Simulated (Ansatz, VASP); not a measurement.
# TiB2: VASP beside Ansatz

Wanted: the spread between two codes on one cell, functional and k mesh. The structure shown comes from an earlier Ansatz run, which isn't shown and may have moved the atoms alone.

Calculated with Ansatz 0.2.0; plane waves, with VASP 6.6.1 beside it; elastic constants at LDA.

**1. The structure**

The structure is hexagonal, space group P6/mmm (No. 191). The conventional cell has a = 2.995 Å, b = 2.995 Å, c = 3.160 Å, α = 90.00°, β = 90.00°, γ = 120.00°. Nearest to Ti lie 12 B at 2.34 Å. B has 3 B at 1.73 Å and 6 Ti at 2.34 Å nearest. Farther neighbours are not listed.

**2. Ansatz: elastic constants, LDA**

Ansatz runs on its default PAW (the set named soft_2) files.

Elastic constants are differences of stresses under small strains, so they test the stress and the mesh.

input.yaml

```yaml
crystal:
  lattice:
    - [2.9945232757, 0.0, 0.0]
    - [-1.4972616378, 2.593333229, 0.0]
    - [0.0, 0.0, 3.1595544069]
  atoms:
    - { symbol: Ti, position: [0.0, 0.0, 0.0] }
    - { symbol: B, position: [0.3333333333, 0.6666666667, 0.5] }
    - { symbol: B, position: [0.6666666667, 0.3333333333, 0.5] }
kpoints:
  mp_grid: { grid: [4, 4, 4] }
hamiltonian:
  xc: lda
scf:
  occupations: { method: methfessel_paxton, width: 0.25 }
output:
  forces: true
  stress: true
  eigenvalues: true
elastic:
  mode: relaxed_ion
  stencil: two_point
  amplitude: 0.01
```

On the command line:

```bash
ansatz run input.yaml --threads 4 --pin off --max-ram 16384MiB --backend cpu --events-out ev --progress --plain --runs-dir out
```

Numbers of over 12 decimals in the logs are rounded to 6 here.

The program printed:

```text
Engine: ansatz 0.2.0, aarch64-unknown-linux-gnu
Pseudopotentials: kind: paw
Pseudopotential: Ti, paw, valence charge 12, recommended cutoff 420 eV (normal), Ti.paw.azcp
Pseudopotential: B, paw, valence charge 3, recommended cutoff 420 eV (normal), B.paw.azcp
Functional definition: SPW92
  exchange = slater_x
  correlation = pw_c
Crystal: 3 atoms, lattice volume = 24.536 Å³
Basis set: ecut = 420 eV, 467 PW (Γ)
Bands: 13, of which v1, the nominal top of the filled ones, is band 9 counted from 1 (8 counted from 0)
Symmetry: 24 space group operations
Space group: P6/mmm (ITA 191), of the structure as read, at distance tolerance 2.9e-5 Å
k-points: 12 of 64
Non-local potential: Ti, projectors of the file, l = 0: 3, l = 1: 2, l = 2: 3, l = 3: 1
Non-local potential: B, projectors of the file, l = 0: 2, l = 1: 2, l = 2: 1
PAW form: soft (Blöchl's): semilocal exchange-correlation on the pseudo side does not see the compensation charge
PAW frozen core: Ti, regenerated for the run's functional, and the local potential with it (the file was generated under x = pbe(κ = 0.804, μ = 0.219515), c = pbe(β = 0.066725))
PAW frozen core: B, regenerated for the run's functional, and the local potential with it (the file was generated under x = pbe(κ = 0.804, μ = 0.219515), c = pbe(β = 0.066725))
PAW one-centre angular grid: Ti, 590 points (default); XC on 64 Gauss nodes
PAW one-centre angular grid: B, 110 points (default); XC on 64 Gauss nodes
Initial density: superposition of atomic densities (neutral atoms: chi_scale 0, normalization atom), corrected by the library's trained network
Initial wavefunctions: pseudopotential atomic-orbital guess
Functional: x = slater, c = lda
SCF iter   1: F=—  HF=-2753.281823 eV  |F-HF|=—  |Δ(HF+E_count)|=         —  Δρ=7.90e-3  dr2=6.89e-3  ethr=1.77e-3  ⟨swp⟩=4.6  Hψ=752  notcnv=0
preconditioner: auto → none  [insulator: Δε(μ)=0.517 eV  Ē_g=8.329 eV  σ=0.250 eV  W_gap=0.83  n_scr=8 (ndim 8)  ℏωp=23.7 eV  f_vac=0.000  D(μ)=0.44/eV (n_scr^D=0)  ε∞_Penn≈9.1]
SCF iter   2: F=—  HF=-2753.279806 eV  |F-HF|=—  |Δ(HF+E_count)|=   2.02e-3  S|Δr|=    0.00e0  Δρ=3.07e-3  dr2=7.54e-4  ethr=3.83e-5  ⟨swp⟩=1.5  Hψ=294  notcnv=0
SCF iter   3: F=—  HF=-2753.279654 eV  |F-HF|=—  |Δ(HF+E_count)|=   1.51e-4  S|Δr|=    0.00e0  Δρ=5.39e-4  dr2=2.35e-5  ethr=4.19e-6  ⟨swp⟩=1.9  Hψ=211  notcnv=0
SCF iter   4: F=—  HF=-2753.279651 eV  |F-HF|=—  |Δ(HF+E_count)|=   3.63e-6  S|Δr|=    0.00e0  Δρ=4.21e-5  dr2=4.13e-7  ethr=1.31e-7  ⟨swp⟩=1.2  Hψ=170  notcnv=0
SCF iter   5: F=—  HF=-2753.279654 eV  |F-HF|=—  |Δ(HF+E_count)|=   2.93e-6  S|Δr|=    0.00e0  Δρ=5.83e-6  dr2=4.50e-9  ethr=2.30e-9  ⟨swp⟩=2.2  Hψ=246  notcnv=0
SCF iter   6: F=—  HF=-2753.279654 eV  |F-HF|=—  |Δ(HF+E_count)|=  6.18e-11  S|Δr|=    0.00e0  Δρ=8.82e-7  dr2=5.57e-11  ethr=2.50e-11  ⟨swp⟩=2.3  Hψ=229  notcnv=0
SCF iter   7: F=—  HF=-2753.279654 eV  |F-HF|=—  |Δ(HF+E_count)|=  2.00e-11  S|Δr|=    0.00e0  Δρ=7.02e-8  dr2=5.76e-13  ethr=3.09e-13 (applied; sched 1.00e-12)  ⟨swp⟩=1.7  Hψ=188  notcnv=0
SCF iter   8: F=-2753.279654 eV  HF=-2753.279654 eV  |F-HF|=4.55e-13  |Δ(HF+E_count)|=  4.55e-13  S|Δr|=    0.00e0  Δρ=7.28e-9  dr2=4.79e-15  ethr=1.00e-12  ⟨swp⟩=4.0  Hψ=485  notcnv=0
SCF 1 converged in 8 iterations: F = -2753.279654 eV  dr2 = 4.79e-15
  greatest PAW one-centre occupation: 0.999 electrons in one spin orbital (limit 2), on the Ti atom at site 0 (counted from 0), in its partial waves of l = 0
Crystal: 3 atoms, lattice volume = 24.291 Å³
Basis set: ecut = 420 eV, 459 PW (Γ)
Symmetry: 8 space group operations
k-points: 21 of 64
Initial density: handed on by an earlier stage of this run
Initial wavefunctions: pseudopotential atomic-orbital guess (no wavefunctions were taken with the density)
iter 1 solved again at ethr=4.56e-4 eV; its pass at ethr=3.10e-3 eV (dr2=8.21e-2 eV) is discarded
SCF iter   1: F=—  HF=-2753.299137 eV  |F-HF|=—  |Δ(HF+E_count)|=         —  Δρ=2.16e-2  dr2=8.19e-2  ethr=4.56e-4  ⟨swp⟩=1.0  Hψ=1696  notcnv=0
preconditioner: auto → none  [insulator: Δε(μ)=0.452 eV  Ē_g=8.519 eV  σ=0.250 eV  W_gap=0.82  n_scr=8 (ndim 8)  ℏωp=23.8 eV  f_vac=0.000  D(μ)=0.45/eV (n_scr^D=0)  ε∞_Penn≈8.8]
SCF iter   2: F=—  HF=-2753.275467 eV  |F-HF|=—  |Δ(HF+E_count)|=   2.37e-2  S|Δr|=    0.00e0  Δρ=5.92e-3  dr2=5.48e-3  ethr=4.55e-4  ⟨swp⟩=2.8  Hψ=497  notcnv=0
SCF iter   3: F=—  HF=-2753.274047 eV  |F-HF|=—  |Δ(HF+E_count)|=   1.42e-3  S|Δr|=    0.00e0  Δρ=8.51e-4  dr2=5.57e-5  ethr=3.04e-5  ⟨swp⟩=2.7  Hψ=423  notcnv=0
SCF iter   4: F=—  HF=-2753.274049 eV  |F-HF|=—  |Δ(HF+E_count)|=   2.35e-6  S|Δr|=    0.00e0  Δρ=1.38e-4  dr2=2.06e-6  ethr=3.09e-7  ⟨swp⟩=2.6  Hψ=423  notcnv=0
SCF iter   5: F=—  HF=-2753.274050 eV  |F-HF|=—  |Δ(HF+E_count)|=   9.85e-7  S|Δr|=    0.00e0  Δρ=1.24e-5  dr2=2.98e-8  ethr=1.14e-8  ⟨swp⟩=3.0  Hψ=466  notcnv=0
[...]
iter 1 solved again at ethr=1.00e-12 eV; its pass at ethr=3.10e-3 eV (dr2=4.22e-14 eV) is discarded
SCF iter   1: F=—  HF=-2753.277630 eV  |F-HF|=—  |Δ(HF+E_count)|=         —  Δρ=1.91e-8  dr2=1.60e-14  ethr=1.00e-12  ⟨swp⟩=1.8  Hψ=1842  notcnv=0
[...]
SCF iter   8: F=-2753.277630 eV  HF=-2753.277630 eV  |F-HF|=0.00e0  |Δ(HF+E_count)|=  9.09e-13  S|Δr|=    0.00e0  Δρ=8.69e-9  dr2=5.92e-15  ethr=1.00e-12  ⟨swp⟩=4.3  Hψ=976  notcnv=0
SCF 17 converged in 8 iterations: F = -2753.277630 eV  dr2 = 5.92e-15
relax step   1: F+E_penalty+E_count = -2753.27763007 eV  Δ(F+E_penalty+E_count) = +0.000e0 eV  max|allowed force component| = 9.122e-4 eV/Å  Δτ_max = 0.0000 Å  (8 SCF iters, accepted)
[...]
relax step   2: F+E_penalty+E_count = -2753.27763009 eV  Δ(F+E_penalty+E_count) = -1.513e-8 eV  max|allowed force component| = 5.175e-4 eV/Å  Δτ_max = 0.0000 Å  (4 SCF iters, accepted)
[...]
relax step   3: F+E_penalty+E_count = -2753.27763009 eV  Δ(F+E_penalty+E_count) = -7.168e-9 eV  max|allowed force component| = 3.190e-6 eV/Å  Δτ_max = 0.0000 Å  (4 SCF iters, accepted)
iter 1 solved again at ethr=1.00e-12 eV; its pass at ethr=3.10e-3 eV (dr2=6.91e-14 eV) is discarded
SCF iter   1: F=—  HF=-2753.277630 eV  |F-HF|=—  |Δ(HF+E_count)|=         —  Δρ=1.90e-8  dr2=1.60e-14  ethr=1.00e-12  ⟨swp⟩=1.9  Hψ=1886  notcnv=0
SCF iter   2: F=-2753.277630 eV  HF=-2753.277630 eV  |F-HF|=0.00e0  |Δ(HF+E_count)|=  4.55e-13  S|Δr|=    0.00e0  Δρ=9.45e-9  dr2=3.76e-15  ethr=1.00e-12  ⟨swp⟩=3.3  Hψ=880  notcnv=0
SCF 20 converged in 2 iterations: F = -2753.277630 eV  dr2 = 3.76e-15
SCF converged after 8 iterations
Stability not checked: this state was not tested for a lower state beside it, because cold or Methfessel-Paxton smearing, or corrected tetrahedra, fill the levels in a way that the test cannot read (fill_not_monotonic; see scf.lower_state_search)
Free energy (F): -2753.279654 eV
Harris-Foulkes:  -2753.279654 eV  (|F-HF|=4.55e-13)
Internal energy: -2753.280136 eV  (E = F + TS)
E sigma→0 (E₀):  -2753.279774 eV
Entropy (-TS):   0.000482 eV (0.161 meV/atom)
Fermi energy:    15.750753 eV
--- Per-component energies (eV) ---
  E_band       = -82.675234
  E_kinetic    = 380.006118
  E_local      = -767.257058  (includes V_loc(G=0)·N_el)
  E_nonlocal   = 34.044850
  E_hartree    = 326.240177
  E_xc         = -165.271800
  E_vxc        = -203.826884  (∫ρ·V_xc dr)
  E_paw        = -1144.370527  (= ΣΔE_a)
  E_vpaw       = -178.122707  (= ΣTr[D̂ρ^β])
  E_aug_tail   = 0.000095  (compensation charges beyond the density's cutoff)
  E_ewald      = -1417.089611
  E_core_change = 0.417619  (= ΣΔE_core)
  E_smearing   = 0.000482  (= −TS)
  E_closure    = -0.000000  (closes the sum)
  Σ components = -2753.279654   (vs F -2753.279654, Δ=0.00e0)
--- Forces (eV/Å), atoms counted from 1 ---
  atom   1  Ti    -0.00000000     0.00000000     0.00000000
  atom   2  B     -0.00000000    -0.00000000     0.00000000
  atom   3  B      0.00000000     0.00000000     0.00000000
  max |Σ_I F_I| component: 3.70e-17 eV/Å
--- Stress (GPa, compression-positive) ---
        0.004298       0.000000       0.000000
        0.000000       0.004298       0.000000
        0.000000       0.000000       0.013192
  P = ⅓ Tr σ = 0.0073 GPa (0.073 kbar)
--- Band table (eV; the first three rows and the last of 12) ---
  k-point 0: bands = [... 5 lower, 12.8505, 12.8505, 13.3813, 13.4588, 17.6040, 17.6040, 19.5012, 19.5012]
  k-point 1: bands = [... 5 lower, 10.0877, 13.5360, 13.5360, 16.0762, 16.2038, 16.2038, 18.1361, 18.1361]
  k-point 2: bands = [... 5 lower, 7.8957, 15.0661, 15.0661, 15.3468, 15.3468, 16.0078, 16.0078, 17.4342]
  k-point 11: bands = [... 5 lower, 8.4541, 10.2862, 11.5162, 12.7623, 18.1967, 18.9203, 19.6652, 20.4890]
--- Elastic constants: 3 strain directions × 2 members + reference (group order 24) ---
  dense FFT box of the reference and of every strained cell: 24×24×24
  strains applied: 11, 33, 23; error gains: componentwise 1.00 (the most a stress slope's error grows in a printed constant), spectral 1.41 (1 for all six strains in a standard setting)
  C = ∂σ_k/∂η_j (tension-positive GPa; Voigt order 11 22 33 23 13 12):
       729.113     80.637     88.113      0.000      0.000     -0.000
        80.637    729.113     88.113      0.000      0.000      0.000
        86.090     86.090    565.982      0.000      0.000     -0.000
         0.000      0.000      0.000    270.640      0.000      0.000
         0.000      0.000      0.000      0.000    270.640      0.000
        -0.000     -0.000      0.000      0.000      0.000    324.238
  reference stress σ⁰ (GPa):     -0.004     -0.004     -0.013     -0.000     -0.000     -0.000
  C* (energy form; C + prestress term) asymmetry max|C*_kj − C*_jk| = 2.031e0 GPa — a small one proves nothing (zero by symmetry where the batch's group is 432, −43m or m−3m); a large one is finite-difference/SCF noise where every solve meets its electron count
  moduli (Voigt/Reuss/Hill, GPa): K = 281.54/278.12/279.83   G = 291.06/287.85/289.45   E = 645.72   ν = 0.115
  mechanically stable: yes (min eigenvalue of sym C = 270.64 GPa)
  the stresses are not corrected for the forces that the relaxations left standing (`elastic.f_tol`)
  strain η (Voigt 11):  stress-route row diagonal C_11 = 729.11 GPa, energy-path curvature d²(F+E_count+ΔE)/dδ²/Ω₀ = 727.06 GPa
         δ    σ_11 (GPa)             F (eV)   n_scf  n_hpsi   n_pw
    -1.000e-2      -7.4790       -2753.2741208       2    2620    488   relax 4 steps, max|allowed force component| 2.35e-5 eV/Å
     1.000e-2       7.1032       -2753.2742659       2    2655    498   relax 3 steps, max|allowed force component| 3.91e-6 eV/Å
  strain η (Voigt 33):  stress-route row diagonal C_33 = 565.98 GPa, energy-path curvature d²(F+E_count+ΔE)/dδ²/Ω₀ = 565.99 GPa
         δ    σ_33 (GPa)             F (eV)   n_scf  n_hpsi   n_pw
    -1.000e-2      -5.9647       -2753.2752628       7    2773    482   relax 0 steps, max|allowed force component| 2.96e-16 eV/Å
     1.000e-2       5.3549       -2753.2754765       6    2452    494   relax 0 steps, max|allowed force component| 2.59e-16 eV/Å
  strain η (Voigt 23):  stress-route row diagonal C_44 = 270.64 GPa, energy-path curvature d²(F+E_count+ΔE)/dδ²/Ω₀ = 270.01 GPa
         δ    σ_23 (GPa)             F (eV)   n_scf  n_hpsi   n_pw
    -1.000e-2      -2.7064       -2753.2776301       2    3061    490   relax 3 steps, max|allowed force component| 3.19e-6 eV/Å
     1.000e-2       2.7064       -2753.2776301       2    3088    490   relax 3 steps, max|allowed force component| 3.19e-6 eV/Å
```

(Continued in part 2 of 2.)

[Lines on the potential files, build, host, timing and source positions are cut from VASP's logs without a mark.]

[Logs are printed without paths, hosts, clocks, repeated set-up lines and the standing remarks that a program may print on its own settings, such as how far it seeks lower states.]

[Hosts, paths, dates, database ids (printed as entryN), source tags and the programs' standing remarks are cut or masked in the printed files.]
